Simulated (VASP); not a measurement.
# Cs2AgBiBr6: phonons from a supercell, part 3 of 4

Wanted: whether Cs2AgBiBr6 is dynamically stable, and its vibrational spectrum. The start is a cell from a database of measured crystal structures.

VASP 6.6.1; PBEsol; plane waves and PAW (Bi, Cs_sv, Ag, Br).

So far. Step 2 (Relax the host): The run ended after 8 ionic steps, 0.037 eV below its first step, once forces and stress met EDIFFG = -0.03. Step 3 (Tight relaxation): The run ended after 5 ionic steps, 0.000 eV below its first step, once forces and stress met EDIFFG = -0.002. The relaxed cell has a = 11.177 Å (conventional setting).

**4. Born charges and dielectric tensor**

In a polar insulator long-range dipole fields split longitudinal from transverse optical modes; these two tensors supply that term.

INCAR

```
SYSTEM = Cs2AgBiBr6
PREC = Accurate
ENCUT = 350
EDIFF = 1E-08
NELM = 120
ISMEAR = 0
SIGMA = 0.05
LREAL = .FALSE.
ALGO = Normal
GGA = PS
NBANDS = 48
LASPH = .TRUE.
LWAVE = .FALSE.
LCHARG = .FALSE.
KPAR = 4
LEPSILON = .TRUE.
```

POSCAR

```
Cs2AgBiBr6
1.0
    0.0000000000      5.5884403683      5.5884403683
    5.5884403683      0.0000000000      5.5884403683
    5.5884403683      5.5884403683      0.0000000000
Bi Cs Ag Br
1 2 1 6
Direct
    0.0000000000      0.0000000000      0.0000000000
    0.7500000000      0.7500000000      0.7500000000
    0.2500000000      0.2500000000      0.2500000000
    0.5000000000      0.5000000000      0.5000000000
    0.7459851173      0.7459851173      0.2540148827
    0.2540148827      0.2540148827      0.7459851173
    0.7459851173      0.2540148827      0.2540148827
    0.7459851173      0.2540148827      0.7459851173
    0.2540148827      0.7459851173      0.7459851173
    0.2540148827      0.7459851173      0.2540148827
```

KPOINTS

```
Automatic mesh
0
Gamma
4 4 4
0 0 0
```

Potentials, in the order of the species: Bi, Cs_sv, Ag and Br (PBE family, release 64).

Run with:

```console
$ mpirun -np 4 vasp_std
```

Log:

```text
[... set-up lines as in an earlier step ...]
 entering main loop
       N       E                     dE             d eps       ncg     rms          rms(c)
DAV:   1     0.440418597814E+03    0.44042E+03   -0.25055E+04   768   0.967E+02
DAV:   2     0.542446588567E+01   -0.43499E+03   -0.42545E+03   984   0.209E+02
DAV:   3    -0.325491500140E+02   -0.37974E+02   -0.37819E+02   936   0.693E+01
DAV:   4    -0.330920152728E+02   -0.54287E+00   -0.54188E+00   936   0.943E+00
DAV:   5    -0.331013099226E+02   -0.92946E-02   -0.92930E-02   952   0.116E+00    0.961E+00
DAV:   6    -0.319011667065E+02    0.12001E+01   -0.23577E+00   912   0.900E+00    0.621E+00
DAV:   7    -0.318292970919E+02    0.71870E-01   -0.11829E+00   920   0.352E+00    0.271E+00
DAV:   8    -0.318268931290E+02    0.24040E-02   -0.96586E-02   888   0.107E+00    0.969E-01
DAV:   9    -0.318288932565E+02   -0.20001E-02   -0.97698E-03   888   0.377E-01    0.216E-01
DAV:  10    -0.318292615128E+02   -0.36826E-03   -0.70386E-04  1016   0.113E-01    0.102E-01
DAV:  11    -0.318293769223E+02   -0.11541E-03   -0.28740E-04   968   0.710E-02    0.159E-02
DAV:  12    -0.318293872014E+02   -0.10279E-04   -0.27091E-05   952   0.181E-02    0.128E-02
DAV:  13    -0.318293888314E+02   -0.16300E-05   -0.26502E-06   920   0.570E-03    0.595E-03
DAV:  14    -0.318293921790E+02   -0.33477E-05   -0.36768E-06   896   0.754E-03    0.156E-03
DAV:  15    -0.318293923597E+02   -0.18067E-06   -0.29693E-07   912   0.211E-03    0.106E-03
DAV:  16    -0.318293923901E+02   -0.30434E-07   -0.20897E-08   624   0.612E-04    0.376E-04
DAV:  17    -0.318293924033E+02   -0.13149E-07   -0.99948E-09   576   0.354E-04    0.906E-05
DAV:  18    -0.318293924032E+02    0.12733E-09   -0.19362E-09   576   0.165E-04
   1 F= -.31829392E+02 E0= -.31829392E+02  d E =-.235221E-18
 Linear response reoptimize wavefunctions to high precision
DAV:   1    -0.318293924017E+02    0.14788E-08   -0.27372E-10   568   0.691E-05
DAV:   2    -0.318293924019E+02   -0.26012E-09   -0.95182E-11   568   0.255E-05
DAV:   3    -0.318293924019E+02    0.81855E-10   -0.73006E-11   568   0.136E-05
 Linear response G [H, r] |phi>, progress :
  Direction:   1
       N       E                     dE             d eps       ncg     rms
RMM:   1    -0.369772800082E+03   -0.36977E+03    0.21018E+02  1679   0.954E+01
RMM:   2    -0.328826283318E+03    0.40947E+02   -0.28541E+01  1261   0.195E+01
RMM:   3    -0.329375793941E+03   -0.54951E+00   -0.77285E-01  1299   0.268E+00
RMM:   4    -0.329399086398E+03   -0.23292E-01   -0.30903E-02  1339   0.532E-01
RMM:   5    -0.329400169564E+03   -0.10832E-02   -0.17107E-03  1358   0.118E-01
RMM:   6    -0.329400221526E+03   -0.51963E-04    0.51597E-04  1374   0.282E-02
RMM:   7    -0.329400227038E+03   -0.55114E-05    0.62245E-04  1410   0.938E-03
RMM:   8    -0.329400218982E+03    0.80559E-05    0.62716E-04  1427   0.501E-03
RMM:   9    -0.329400221621E+03   -0.26394E-05    0.73480E-05  1402   0.421E-03
RMM:  10    -0.329400219548E+03    0.20729E-05    0.29899E-04  1370   0.407E-03
RMM:  11    -0.329400219876E+03   -0.32814E-06   -0.17302E-04  1317   0.407E-03
RMM:  12    -0.329400221742E+03   -0.18659E-05    0.99925E-05  1328   0.406E-03
 Linear response G [H, r] |phi>, progress :
  Direction:   2
       N       E                     dE             d eps       ncg     rms
RMM:   1    -0.372554525441E+03   -0.37255E+03    0.18925E+02  1665   0.954E+01
RMM:   2    -0.327567305026E+03    0.44987E+02   -0.28769E+01  1263   0.195E+01
RMM:   3    -0.328116760137E+03   -0.54946E+00   -0.77695E-01  1298   0.267E+00
RMM:   4    -0.328140382209E+03   -0.23622E-01   -0.32490E-02  1348   0.529E-01
RMM:   5    -0.328141426231E+03   -0.10440E-02   -0.23792E-03  1361   0.118E-01
RMM:   6    -0.328141485562E+03   -0.59330E-04   -0.18024E-04  1383   0.294E-02
RMM:   7    -0.328141491070E+03   -0.55081E-05   -0.17069E-04  1419   0.109E-02
RMM:   8    -0.328141494227E+03   -0.31570E-05   -0.23349E-04  1432   0.683E-03
RMM:   9    -0.328141496009E+03   -0.17826E-05    0.87776E-05  1396   0.610E-03
RMM:  10    -0.328141492336E+03    0.36735E-05    0.93958E-05  1377   0.597E-03
RMM:  11    -0.328141503097E+03   -0.10762E-04    0.23522E-04  1347   0.596E-03
RMM:  12    -0.328141487616E+03    0.15481E-04    0.51041E-04  1346   0.596E-03
 Linear response G [H, r] |phi>, progress :
  Direction:   3
       N       E                     dE             d eps       ncg     rms
RMM:   1    -0.353288876519E+03   -0.35329E+03    0.33954E+02  1661   0.935E+01
RMM:   2    -0.319344546108E+03    0.33944E+02   -0.28414E+01  1270   0.190E+01
RMM:   3    -0.319809371407E+03   -0.46483E+00   -0.72184E-01  1291   0.254E+00
RMM:   4    -0.319828174423E+03   -0.18803E-01   -0.29400E-02  1329   0.498E-01
RMM:   5    -0.319829040333E+03   -0.86591E-03   -0.18420E-03  1347   0.108E-01
RMM:   6    -0.319829074614E+03   -0.34281E-04    0.13545E-04  1383   0.266E-02
RMM:   7    -0.319829082647E+03   -0.80326E-05    0.84865E-04  1403   0.983E-03
RMM:   8    -0.319829074876E+03    0.77711E-05    0.96921E-04  1406   0.620E-03
RMM:   9    -0.319829074942E+03   -0.66119E-07    0.65758E-04  1361   0.556E-03
RMM:  10    -0.319829073388E+03    0.15540E-05    0.87259E-04  1346   0.545E-03
RMM:  11    -0.319829078795E+03   -0.54075E-05    0.53447E-04  1321   0.545E-03
RMM:  12    -0.319829074017E+03    0.47781E-05    0.51321E-04  1334   0.544E-03
 Linear response to external field (no local field effect), progress :
  Direction:   1
       N       E                     dE             d eps       ncg     rms          rms(c)
RMM:   1    -0.482760740363E+01   -0.48276E+01   -0.24777E+01  1438   0.492E+00
RMM:   2    -0.517859825006E+01   -0.35099E+00   -0.20781E-01  1298   0.101E+00
RMM:   3    -0.518940620510E+01   -0.10808E-01   -0.93079E-03  1319   0.149E-01
RMM:   4    -0.518988801096E+01   -0.48181E-03   -0.71735E-04  1341   0.312E-02
RMM:   5    -0.518992218880E+01   -0.34178E-04   -0.50882E-05  1341   0.736E-03
RMM:   6    -0.518992441039E+01   -0.22216E-05   -0.51244E-06  1277   0.202E-03
RMM:   7    -0.518992460779E+01   -0.19739E-06   -0.46388E-07  1109   0.724E-04
RMM:   8    -0.518992461325E+01   -0.54586E-08   -0.44599E-07  1001   0.427E-04
RMM:   9    -0.518992460696E+01    0.62839E-08   -0.39696E-06   948   0.365E-04
RMM:  10    -0.518992460863E+01   -0.16638E-08   -0.12249E-05   930   0.352E-04
RMM:  11    -0.518992460461E+01    0.40174E-08   -0.76583E-06   912   0.350E-04
RMM:  12    -0.518992460724E+01   -0.26333E-08   -0.59870E-06   892   0.351E-04
 change of polarisation eV/A/(eV/A) component  1 :    10.380     0.999    -0.314
 dielectric tensor                  component  1 :     6.381     0.518    -0.163
 Linear response to external field (no local field effect), progress :
  Direction:   2
       N       E                     dE             d eps       ncg     rms          rms(c)
RMM:   1    -0.457776630538E+01   -0.45778E+01   -0.22720E+01  1448   0.492E+00
RMM:   2    -0.490746868635E+01   -0.32970E+00   -0.18470E-01  1313   0.998E-01
RMM:   3    -0.491590848188E+01   -0.84398E-02   -0.77378E-03  1323   0.144E-01
RMM:   4    -0.491627570961E+01   -0.36723E-03   -0.51399E-04  1343   0.295E-02
RMM:   5    -0.491629692693E+01   -0.21217E-04   -0.37480E-05  1343   0.685E-03
RMM:   6    -0.491629848058E+01   -0.15537E-05   -0.32810E-06  1284   0.188E-03
RMM:   7    -0.491629860190E+01   -0.12132E-06   -0.11094E-07  1106   0.699E-04
RMM:   8    -0.491629861120E+01   -0.92992E-08    0.10074E-06  1012   0.437E-04
RMM:   9    -0.491629861609E+01   -0.48863E-08    0.56745E-06   963   0.383E-04
RMM:  10    -0.491629861366E+01    0.24314E-08    0.13548E-06   944   0.374E-04
RMM:  11    -0.491629861762E+01   -0.39605E-08    0.58968E-06   925   0.373E-04
RMM:  12    -0.491629861421E+01    0.34139E-08    0.90105E-07   919   0.374E-04
 change of polarisation eV/A/(eV/A) component  2 :     0.999     9.833     0.314
 dielectric tensor                  component  2 :     0.518     6.097     0.163
 Linear response to external field (no local field effect), progress :
  Direction:   3
       N       E                     dE             d eps       ncg     rms          rms(c)
RMM:   1    -0.453967630701E+01   -0.45397E+01   -0.23730E+01  1430   0.460E+00
RMM:   2    -0.483495790701E+01   -0.29528E+00   -0.17024E-01  1292   0.869E-01
RMM:   3    -0.484367979213E+01   -0.87219E-02   -0.83814E-03  1294   0.126E-01
RMM:   4    -0.484412775004E+01   -0.44796E-03   -0.67537E-04  1331   0.265E-02
RMM:   5    -0.484416305328E+01   -0.35303E-04   -0.51196E-05  1323   0.617E-03
RMM:   6    -0.484416531294E+01   -0.22597E-05   -0.54545E-06  1215   0.171E-03
RMM:   7    -0.484416552788E+01   -0.21494E-06   -0.73751E-07  1070   0.658E-04
RMM:   8    -0.484416553383E+01   -0.59497E-08    0.10997E-06   970   0.414E-04
RMM:   9    -0.484416552753E+01    0.62946E-08    0.71532E-06   914   0.362E-04
RMM:  10    -0.484416552284E+01    0.46962E-08    0.29804E-06   900   0.352E-04
RMM:  11    -0.484416552245E+01    0.38814E-09    0.22010E-06   902   0.350E-04
RMM:  12    -0.484416552568E+01   -0.32309E-08   -0.13666E-06   887   0.351E-04
 change of polarisation eV/A/(eV/A) component  3 :    -0.314     0.314     9.688
 dielectric tensor                  component  3 :    -0.163     0.163     6.022
 Linear response to external field, progress :
  Direction:   1
       N       E                     dE             d eps       ncg     rms          rms(c)
RMM:   1    -0.465305319478E+01   -0.46531E+01   -0.23789E+01  2318   0.479E+00
RMM:   2    -0.497375597147E+01   -0.32070E+00   -0.18648E-01  2105   0.945E-01    0.424E+00
RMM:   3    -0.455745200440E+01    0.41630E+00   -0.66810E-01  2069   0.213E+00    0.235E+00
RMM:   4    -0.458926962509E+01   -0.31818E-01   -0.33141E-01  2108   0.149E+00    0.921E-01
RMM:   5    -0.466188304654E+01   -0.72613E-01   -0.20602E-02  2163   0.463E-01    0.140E-01
RMM:   6    -0.467660331624E+01   -0.14720E-01   -0.16109E-03  2160   0.108E-01    0.601E-02
RMM:   7    -0.468397694025E+01   -0.73736E-02   -0.49849E-04  2163   0.704E-02    0.276E-02
RMM:   8    -0.468495448457E+01   -0.97754E-03   -0.20783E-05  2068   0.233E-02    0.449E-03
RMM:   9    -0.468537082802E+01   -0.41634E-03    0.31939E-05  2182   0.525E-03    0.196E-03
RMM:  10    -0.468527913468E+01    0.91693E-04    0.29681E-05  2110   0.282E-03    0.571E-04
RMM:  11    -0.468525626325E+01    0.22871E-04    0.31136E-05  2244   0.694E-04    0.272E-04
RMM:  12    -0.468523849674E+01    0.17767E-04    0.34893E-05  2126   0.490E-04    0.677E-05
RMM:  13    -0.468523802415E+01    0.47259E-06    0.28141E-05  1787   0.300E-04    0.278E-05
RMM:  14    -0.468523789858E+01    0.12557E-06    0.30464E-05  1619   0.287E-04    0.949E-06
 change of polarisation eV/A/(eV/A) component  1 :     8.870     0.561     0.139
 dielectric tensor                  component  1 :     5.598     0.291     0.072
 Linear response to external field, progress :
  Direction:   2
       N       E                     dE             d eps       ncg     rms          rms(c)
RMM:   1    -0.464600305756E+01   -0.46460E+01   -0.23719E+01  2325   0.483E+00
RMM:   2    -0.497362113231E+01   -0.32762E+00   -0.18703E-01  2108   0.959E-01    0.424E+00
RMM:   3    -0.455715260232E+01    0.41647E+00   -0.66690E-01  2070   0.214E+00    0.235E+00
RMM:   4    -0.458894351622E+01   -0.31791E-01   -0.32872E-01  2114   0.149E+00    0.921E-01
RMM:   5    -0.466193266717E+01   -0.72989E-01   -0.20376E-02  2158   0.464E-01    0.140E-01
RMM:   6    -0.467645812120E+01   -0.14525E-01   -0.14913E-03  2159   0.108E-01    0.606E-02
RMM:   7    -0.468397939578E+01   -0.75213E-02   -0.51767E-04  2167   0.713E-02    0.277E-02
RMM:   8    -0.468491981916E+01   -0.94042E-03   -0.28730E-05  2069   0.231E-02    0.447E-03
RMM:   9    -0.468534672883E+01   -0.42691E-03    0.77783E-06  2177   0.541E-03    0.196E-03
RMM:  10    -0.468525578124E+01    0.90948E-04    0.23386E-06  2123   0.283E-03    0.569E-04
RMM:  11    -0.468523362110E+01    0.22160E-04   -0.68506E-06  2247   0.701E-04    0.275E-04
RMM:  12    -0.468521564665E+01    0.17974E-04    0.49826E-06  2130   0.503E-04    0.694E-05
RMM:  13    -0.468521585310E+01   -0.20645E-06   -0.41793E-06  1802   0.315E-04    0.278E-05
RMM:  14    -0.468521492726E+01    0.92583E-06   -0.13275E-06  1608   0.302E-04    0.111E-05
RMM:  15    -0.468521477006E+01    0.15720E-06   -0.45788E-06  1462   0.297E-04    0.363E-06
 change of polarisation eV/A/(eV/A) component  2 :     0.986     8.870    -0.139
 dielectric tensor                  component  2 :     0.511     5.598    -0.072
 Linear response to external field, progress :
  Direction:   3
       N       E                     dE             d eps       ncg     rms          rms(c)
RMM:   1    -0.464598977100E+01   -0.46460E+01   -0.23719E+01  2323   0.482E+00
RMM:   2    -0.497355327503E+01   -0.32756E+00   -0.18829E-01  2108   0.957E-01    0.424E+00
RMM:   3    -0.455710122189E+01    0.41645E+00   -0.66610E-01  2066   0.214E+00    0.235E+00
RMM:   4    -0.458893715121E+01   -0.31836E-01   -0.32880E-01  2111   0.149E+00    0.922E-01
RMM:   5    -0.466193188757E+01   -0.72995E-01   -0.20373E-02  2159   0.464E-01    0.140E-01
RMM:   6    -0.467644655443E+01   -0.14515E-01   -0.14948E-03  2156   0.108E-01    0.607E-02
RMM:   7    -0.468397694071E+01   -0.75304E-02   -0.51933E-04  2163   0.714E-02    0.278E-02
RMM:   8    -0.468491436942E+01   -0.93743E-03   -0.28743E-05  2069   0.231E-02    0.447E-03
RMM:   9    -0.468534365281E+01   -0.42928E-03    0.88860E-06  2175   0.543E-03    0.196E-03
RMM:  10    -0.468525307074E+01    0.90582E-04    0.10084E-05  2117   0.283E-03    0.571E-04
RMM:  11    -0.468523092199E+01    0.22149E-04   -0.80492E-06  2239   0.696E-04    0.277E-04
RMM:  12    -0.468521369349E+01    0.17228E-04   -0.43283E-06  2133   0.500E-04    0.704E-05
RMM:  13    -0.468521293382E+01    0.75967E-06   -0.16606E-06  1808   0.310E-04    0.279E-05
RMM:  14    -0.468521182254E+01    0.11113E-05   -0.54234E-06  1601   0.296E-04    0.103E-05
RMM:  15    -0.468521204612E+01   -0.22357E-06   -0.76291E-06  1456   0.292E-04    0.341E-06
 change of polarisation eV/A/(eV/A) component  3 :     0.558     0.289     8.870
 dielectric tensor                  component  3 :     0.289     0.150     5.598
 Born effective charges drift removed
```

Run time: 7.7 min. Hardware: 4 MPI ranks of Intel Xeon Platinum 8375C at 2.90GHz (Ice Lake), shared host; peak memory 2.5 GiB.

OUTCAR, selected parts (step 4):

```text
  LATTYP: Found a face centered cubic cell.
 ALAT       =    11.1768807366

The static configuration has the point symmetry O_h .

 Found      8 irreducible k-points:

   ENCUT  =  350.0 eV  25.72 Ry    5.07 a.u.  12.06 12.06 12.06*2*pi/ulx,y,z

   NELECT =      76.0000    total number of electrons

  Total       -0.0002264     -0.0002264     -0.0002264     -0.0000000     -0.0000000      0.0000000
  in kB       -0.0010393     -0.0010393     -0.0010393     -0.0000000     -0.0000000      0.0000000
  external PRESSURE =      -0.0010393 kB  Pullay stress =       0.0000000 kB

  energy-cutoff  :      350.00
  volume of cell :      349.06
      direct lattice vectors                 reciprocal lattice vectors
     0.000000000  5.588440368  5.588440368    -0.089470401  0.089470401  0.089470401
     5.588440368  0.000000000  5.588440368     0.089470401 -0.089470401  0.089470401
     5.588440368  5.588440368  0.000000000     0.089470401  0.089470401 -0.089470401

 POSITION                                       TOTAL-FORCE (eV/Angst)
 -----------------------------------------------------------------------------------
      0.00000      0.00000      0.00000        -0.000000      0.000000      0.000000
      8.38266      8.38266      8.38266        -0.000000      0.000000      0.000000
      2.79422      2.79422      2.79422        -0.000000     -0.000000      0.000000
      5.58844      5.58844      5.58844        -0.000000     -0.000000      0.000000
      5.58844      5.58844      8.33779        -0.000000      0.000000      0.000598
      5.58844      5.58844      2.83909        -0.000000      0.000000     -0.000598
      2.83909      5.58844      5.58844        -0.000598      0.000000      0.000000
      5.58844      8.33779      5.58844        -0.000000      0.000598      0.000000
      8.33779      5.58844      5.58844         0.000598      0.000000      0.000000
      5.58844      2.83909      5.58844        -0.000000     -0.000598      0.000000
 -----------------------------------------------------------------------------------
    total drift:                               -0.000000     -0.000000     -0.000000

 MACROSCOPIC STATIC DIELECTRIC TENSOR (including local field effects in DFT)
 ------------------------------------------------------
           5.598236     0.000000     0.000000
           0.000000     5.598236    -0.000000
           0.000000     0.000000     5.598236
 ------------------------------------------------------

 PIEZOELECTRIC TENSOR (including local field effects)  for field in x, y, z        (C/m^2)
          XX          YY          ZZ          XY          YZ          ZX
  --------------------------------------------------------------------------------
  x     0.00000     0.00000     0.00000     0.00000     0.00000     0.00000
  y     0.00000     0.00000     0.00000     0.00000     0.00000     0.00000
  z     0.00000     0.00000     0.00000     0.00000     0.00000     0.00000

 BORN EFFECTIVE CHARGES (including local field effects) (in |e|, cummulative output)
 ---------------------------------------------------------------------------------
 ion    1
    1     4.89002    -0.00000     0.00000
    2     0.00000     4.89002     0.00000
    3     0.00000     0.00000     4.89002
 ion    2
    1     1.36441     0.00000    -0.00000
    2     0.00000     1.36441    -0.00000
    3     0.00000     0.00000     1.36441
 ion    3
    1     1.36441     0.00000    -0.00000
    2     0.00000     1.36441    -0.00000
    3     0.00000     0.00000     1.36441
 ion    4
    1     1.80789    -0.00000     0.00000
    2     0.00000     1.80789     0.00000
    3     0.00000     0.00000     1.80789
 ion    5
    1    -0.76238    -0.00000     0.00000
    2     0.00000    -0.76238     0.00000
    3     0.00000     0.00000    -3.18860
 ion    6
    1    -0.76238    -0.00000     0.00000
    2     0.00000    -0.76238     0.00000
    3     0.00000     0.00000    -3.18860
 ion    7
    1    -3.18860    -0.00000     0.00000
    2     0.00000    -0.76238     0.00000
    3     0.00000     0.00000    -0.76238
 ion    8
    1    -0.76238     0.00000     0.00000
    2     0.00000    -3.18860     0.00000
    3     0.00000     0.00000    -0.76238
 ion    9
    1    -3.18860    -0.00000     0.00000
    2     0.00000    -0.76238     0.00000
    3     0.00000     0.00000    -0.76238
 ion   10
    1    -0.76238     0.00000     0.00000
    2     0.00000    -3.18860     0.00000
    3     0.00000     0.00000    -0.76238

[... 4 parts as in an earlier step ...]

[... 2 further parts left out ...]
```

Energies printed during the response cycles are not total energies of the cell. The dielectric response converges more slowly with the mesh than energies do, so tensor and charges may still move on a finer one.

Numbers from this step:

| Item | Value |
| --- | --- |
| pressure | -1.04e-4 GPa |

Electronic dielectric tensor with local fields:

```
5.60 0.00 0.00
0.00 5.60 0.00
0.00 0.00 5.60
```

Born effective charge (e), principal values of the symmetric part by kind of site:

```
atom  atoms with these values    low  middle   high   mean
 Bi1                        1   4.89    4.89   4.89   4.89
 Cs2                        2   1.36    1.36   1.36   1.36
 Ag4                        1   1.81    1.81   1.81   1.81
 Br5                        6  -3.19   -0.76  -0.76  -1.57
```

In full for Br5:

```
-0.76  0.00  0.00
 0.00 -0.76  0.00
 0.00  0.00 -3.19
```

(Continued in part 4 of 4.)

[Lines on the potential files, build, host, timing and source positions are cut from VASP's logs without a mark.]

[Logs are printed without paths, hosts, clocks, repeated set-up lines and the standing remarks that a program may print on its own settings, such as how far it seeks lower states.]

[Hosts, paths, dates, database ids (printed as entryN), source tags and the programs' standing remarks are cut or masked in the printed files.]

[Runs that stopped without an error message from VASP are left out.]
